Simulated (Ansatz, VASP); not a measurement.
TeAu4 in VASP and in Ansatz

```
CELL_PARAMETERS angstrom
5.10310 0.00000 0.00000
0.00000 5.10310 0.00000
0.00000 0.00000 5.10310
ATOMIC_POSITIONS crystal
Te 0.00000 0.00000 0.00000
Au 0.50000 0.50000 0.50000
Au 0.00000 0.50000 0.50000
Au 0.50000 0.00000 0.50000
Au 0.50000 0.50000 0.00000
```

Change from the starting cell: species swapped into the Mn4N type (Pm-3m, No. 221).

Alike in both runs: functional PBE; k mesh 4 × 4 × 4; occupations gaussian, width 0.1 eV; no spin polarisation.

Ansatz relaxed the structure, and its values are those at the end. VASP's run is a single point on that final structure, the one shown.

|  | VASP | Ansatz |
| --- | --- | --- |
| version | VASP 6.6.1 | Ansatz 0.2.0 |
| potentials or method | VASP PAW PBE potentials, release 64 (Te, Au) | scalar-relativistic, plane waves, PAW |
| plane-wave cutoff (eV) | 520 | 420 |
| valence electrons in the cell | 50 | 92 |

Ansatz gave:

```
gap on the k mesh at the Fermi level (eV) : none
pressure (GPa)                            : 0.3
```

Problem. Estimate VASP's values.

Solution. gap on the k mesh at the Fermi level (eV): none; pressure (GPa): 0.2.

A gap of «none» marks a metal or a gap that the smearing closes. The two sets of potentials don't hold the same shells in valence.

Spin-orbit coupling is left out, which matters for the levels of Au, Te.
